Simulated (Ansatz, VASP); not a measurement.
# Cross-check of SiHCF (F-SiC-H chair monolayer) between VASP and Ansatz, part 2 of 2

Aim: how closely do two programs agree when they are given the same cell, functional and k mesh? Of the first pair: The structure shown is the start of the Ansatz relaxation below; VASP solves that cell, so the two are compared at the walk's first step.

VASP 6.6.1 and Ansatz 0.2.0.

So far: Set-up; Ansatz: relaxation, PBE with D3(BJ); VASP: single point, PBE with D3(BJ), start cell, pair 1.

### 3. VASP: single point, PBE with D3(BJ), start cell, pair 1 (continued)

Level of this step: PBE with D3(BJ); plane waves and PAW (H, C, Si, F) (VASP).

Numbers of over 12 decimals in the logs are rounded to 6 here.

Parts of OUTCAR (step 3):

```text
ion  position               nearest neighbor table
   1  0.667  0.333  0.295-   2 1.07
   2  0.667  0.333  0.330-   1 1.07   3 1.89   3 1.89   3 1.89
   3  0.333  0.667  0.350-   4 1.68   2 1.89   2 1.89   2 1.89
   4  0.333  0.667  0.405-   3 1.68

  LATTYP: Found a hexagonal cell.
 ALAT       =     3.0855000000
 C/A-ratio  =     9.9000703290

 Subroutine GETGRP returns: Found  6 space group operations
 (whereof  6 operations were pure point group operations)

The static configuration has the point symmetry C_3v.

 Found     19 irreducible k-points:

   k-points           NKPTS =     19   k-points in BZ     NKDIM =     19   number of bands    NBANDS=     14

   dimension x,y,z NGX =    24 NGY =   24 NGZ =  240
   dimension x,y,z NGXF=    48 NGYF=   48 NGZF=  480

   ENCUT  =  520.0 eV  38.22 Ry    6.18 a.u.   5.74  5.74 56.80*2*pi/ulx,y,z

   NELECT =      16.0000    total number of electrons

 k-points in reciprocal lattice and weights: Automatic mesh
   0.00000000  0.00000000  0.00000000       0.007
   0.08333333 -0.00000000  0.00000000       0.042
   0.16666667  0.00000000  0.00000000       0.042
   0.25000000 -0.00000000  0.00000000       0.042
   0.33333333  0.00000000  0.00000000       0.042
   0.41666667 -0.00000000  0.00000000       0.042
   0.50000000 -0.00000000  0.00000000       0.021
   0.08333333  0.08333333  0.00000000       0.042
   0.16666667  0.08333333  0.00000000       0.083
[...]
0.33333333  0.25000000  0.00000000       0.083
   0.33333333  0.33333333  0.00000000       0.014

 dipolmoment           0.000000      0.000000      0.222596 electrons x Angstroem

 average (electrostatic) potential at core
       1 -42.6334       2 -57.7338       3 -93.4820       4 -83.3741

 E-fermi :  -3.3607

 k-point     1 :       0.0000    0.0000    0.0000
  band No.  band energies     occupation
    ...
      4      -8.9788      2.00000
      5      -7.5293      2.00000
      6      -7.5293      2.00000
      7      -5.0077      2.00000
      8      -5.0077      2.00000
      9      -1.7137      0.00000
     10      -0.7780      0.00000
     11      -0.0980      0.00000
     12       0.3759      0.00000
     13       0.9718      0.00000
    ...

 k-point     2 :       0.0833   -0.0000    0.0000
  band No.  band energies     occupation
    ...
      4      -8.9915      2.00000
      5      -7.6246      2.00000
      6      -7.5584      2.00000
      7      -5.5460      2.00000
      8      -5.1404      2.00000
      9      -1.5734      0.00000
     10      -0.6323      0.00000
     11       0.0467      0.00000
     12       0.5793      0.00000
     13       1.1756      0.00000
    ...

 k-point     3 :       0.1667    0.0000    0.0000
  band No.  band energies     occupation
    ...
      4      -9.0543      2.00000
      5      -7.9145      2.00000
      6      -7.6397      2.00000
      7      -6.6724      2.00000
      8      -5.4624      2.00000
      9      -1.1633      0.00000
     10      -0.1967      0.00000
     11       0.4373      0.00000
     12       0.7952      0.00000
     13       1.5550      0.00000
    ...

 Edisp (eV)   -0.36559

  Total       0.37293     0.37293    -3.35541    -0.00000     0.00000     0.00000
  in kB       2.37243     2.37243   -21.34571    -0.00000     0.00000     0.00000
  external pressure =       -5.53 kB  Pullay stress =        0.00 kB

  energy-cutoff  :      520.00
  volume of cell :      251.85
      direct lattice vectors                 reciprocal lattice vectors
     3.085500000  0.000000000  0.000000000     0.324096581  0.187117275  0.000000000
    -1.542750000  2.672121000  0.000000000     0.000000000  0.374234550  0.000000000
     0.000000000  0.000000000 30.546667000     0.000000000  0.000000000  0.032736796

 POSITION                                       TOTAL-FORCE (eV/Angst)
 -----------------------------------------------------------------------------------
      1.54275      0.89071      9.00000        -0.000000     -0.000000     -1.101928
      1.54275      0.89071     10.07000         0.000000      0.000000      2.113004
      0.00000      1.78141     10.69333        -0.000000      0.000000      1.284312
      0.00000      1.78141     12.37333        -0.000000     -0.000000     -2.295388
 -----------------------------------------------------------------------------------
    total drift:                               -0.000001      0.000008     -0.000804

  FREE ENERGIE OF THE ION-ELECTRON SYSTEM (eV)
  ---------------------------------------------------
  free  energy   TOTEN  =       -24.3656388111 eV

  energy  without entropy=      -24.3656388111  energy(sigma->0) =      -24.36563881

 vacuum level on the upper side and lower side of the slab         3.958        -0.927

 total charge
# of ion       s       p       d       tot
------------------------------------------
    1        0.643   0.054   0.000   0.696
    2        0.840   1.754   0.000   2.594
    3        0.698   0.921   0.000   1.619
    4        1.747   4.339   0.000   6.086
--------------------------------------------------
tot          3.927   7.068   0.000  10.995

[... 3 further parts left out ...]
```

### 4. Side by side

Known differences besides the potentials themselves: Ansatz cuts the interaction across the vacuum, VASP repeats the sheet with a dipole correction (LDIPOL); the cutoff is 420 eV in Ansatz and 520 eV in VASP. Total energies have different zeros and are not compared.

Forces (eV/Å; atoms numbered as in POSCAR):

```csv
atom,"Ansatz x, y, z","VASP x, y, z"
H1,"0.000, 0.000, -1.076","0.000, 0.000, -1.102"
C2,"0.000, 0.000, 2.092","0.000, 0.000, 2.113"
Si3,"0.000, 0.000, 1.431","0.000, 0.000, 1.284"
F4,"0.000, 0.000, -2.447","0.000, 0.000, -2.295"
```

The forces differ by 62 meV/Å r.m.s., which is 6.0 % of the r.m.s. force of 1.025 eV/Å (both taken over all components). Where the cell holds vacuum, a pressure given here is an average over it and none of the material.

### 5. Ansatz: relaxation, PBE with D3(BJ)

This run makes the geometry at which the two programs are then compared.

The structure compared here is the end of the Ansatz relaxation.

This is the run of step 2 again, met here at its other cell.

### 6. VASP: single point, PBE with D3(BJ), relaxed cell, pair 2

The same cell, functional, mesh and smearing now go to VASP, with its own data sets.

INCAR

```
SYSTEM = SiHCF
PREC = Accurate
ENCUT = 520
EDIFF = 1E-06
NELM = 120
ISMEAR = -1
SIGMA = 0.05
LREAL = .FALSE.
ALGO = Normal
GGA = PE
IVDW = 12
NBANDS = 14
LORBIT = 11
LWAVE = .FALSE.
LCHARG = .FALSE.
ISIF = 2
LDIPOL = .TRUE.
IDIPOL = 3
DIPOL = 0.5 0.5 0.345
LVHAR = .TRUE.
LASPH = .TRUE.
GGA_COMPAT = .FALSE.
EFERMI = MIDGAP
NELMDL = -8
```

POSCAR

```
SiHCF
1.0
    3.1153006434      0.0000000000      0.0000000000
   -1.5576503217      2.6979294976      0.0000000000
    0.0000000000      0.0000000000     30.5466666627
H C Si F
1 1 1 1
Direct
    0.6666666667      0.3333333333      0.2954203322
    0.6666666667      0.3333333333      0.3316415458
    0.3333333334      0.6666666666      0.3500403896
    0.3333333334      0.6666666666      0.4023172001
```

KPOINTS

```
Automatic mesh
0
Gamma
12 12 1
0 0 0
```

Potentials, in the order of the species: H, C, Si and F (PBE family, release 64).

Command:

```bash
mpirun -np 1 vasp_std
```

What it wrote:

```text
[... set-up lines as in an earlier step ...]
 entering main loop
       N       E                     dE             d eps       ncg     rms          rms(c)
DAV:   1     0.120433474357E+03    0.12043E+03   -0.57966E+03   604   0.796E+02
DAV:   2    -0.108529472334E+02   -0.13129E+03   -0.11742E+03   924   0.175E+02
DAV:   3    -0.267604142581E+02   -0.15907E+02   -0.15787E+02   700   0.754E+01
DAV:   4    -0.271344781386E+02   -0.37406E+00   -0.37283E+00   712   0.133E+01
[...]
DAV:  26    -0.241527648600E+02   -0.10715E-05   -0.40634E-08   428   0.209E-03    0.152E-04
DAV:  27    -0.241527659954E+02   -0.11354E-05   -0.34599E-08   404   0.140E-03    0.289E-04
DAV:  28    -0.241527663361E+02   -0.34072E-06   -0.56382E-09   434   0.712E-04
   1 F= -.24514473E+02 E0= -.24514473E+02  d E =-.561871E-16
```

OUTCAR, selected parts (step 6):

```text
 Edisp (eV)   -0.36171

  Total      -0.05948    -0.05948     0.34386     0.00000     0.00000     0.00000
  in kB      -0.37118    -0.37118     2.14584     0.00000     0.00000     0.00000
  external pressure =        0.47 kB  Pullay stress =        0.00 kB

 POSITION                                       TOTAL-FORCE (eV/Angst)
 -----------------------------------------------------------------------------------
      1.55765      0.89931      9.02411        -0.000000     -0.000000     -0.028883
      1.55765      0.89931     10.13054        -0.000000     -0.000000      0.020856
      0.00000      1.79862     10.69257        -0.000000      0.000000     -0.217353
      0.00000      1.79862     12.28945         0.000000     -0.000000      0.225381
 -----------------------------------------------------------------------------------
    total drift:                               -0.000001      0.000000     -0.000162

  FREE ENERGIE OF THE ION-ELECTRON SYSTEM (eV)
  ---------------------------------------------------
  free  energy   TOTEN  =       -24.5144733212 eV

  energy  without entropy=      -24.5144733212  energy(sigma->0) =      -24.51447332

[... 1 part as in an earlier step ...]

[... 2 further parts left out ...]
[key lines of the parts left out:]
E-fermi :  -3.2834
```

### 7. Comparison

Both answers:

```csv
quantity,Ansatz,VASP,difference
gap on the k mesh (eV),3.496,3.497,-0.001
```

Forces (eV/Å; atoms numbered as in POSCAR):

```csv
atom,"Ansatz x, y, z","VASP x, y, z"
H1,"0.000, 0.000, 0.001","0.000, 0.000, -0.029"
C2,"0.000, 0.000, 0.002","0.000, 0.000, 0.021"
Si3,"0.000, 0.000, -0.002","0.000, 0.000, -0.217"
F4,"0.000, 0.000, -0.002","0.000, 0.000, 0.225"
```

The forces differ by 91 meV/Å r.m.s., where the r.m.s. force is 0.001 eV/Å in Ansatz and 0.091 eV/Å in VASP: the atoms lie near their places of rest in Ansatz, so a percentage would say little (all taken over all components). A gap on the mesh is an upper bound, since the band edges may lie between its points. Where the cell holds vacuum, a pressure given here is an average over it and none of the material.

### 8. Results

| Property | Result |
| --- | --- |
| r.m.s. force difference (single point, PBE with D3(BJ), start cell, pair 1) | 6.0 % of the r.m.s. force |
| r.m.s. force difference (single point, PBE with D3(BJ), relaxed cell, pair 2) | 91 meV/Å |

What this shows: The r.m.s. force difference is 91 meV/Å (single point, PBE with D3(BJ), relaxed cell, pair 2), beyond the 12 meV/Å picked in this series as the mark of a large difference. What causes the difference of the single point, PBE with D3(BJ), start cell, pair 1 pair stays open here. What causes the difference of the single point, PBE with D3(BJ), relaxed cell, pair 2 pair stays open here. How closely two codes agree says nothing of how well the functional describes the real material.

[Lines on the potential files, build, host, timing and source positions are cut from VASP's logs without a mark.]

[Logs are printed without paths, hosts, clocks, repeated set-up lines and the standing remarks that a program may print on its own settings, such as how far it seeks lower states.]

[Hosts, paths, dates, database ids (printed as entryN), source tags and the programs' standing remarks are cut or masked in the printed files.]
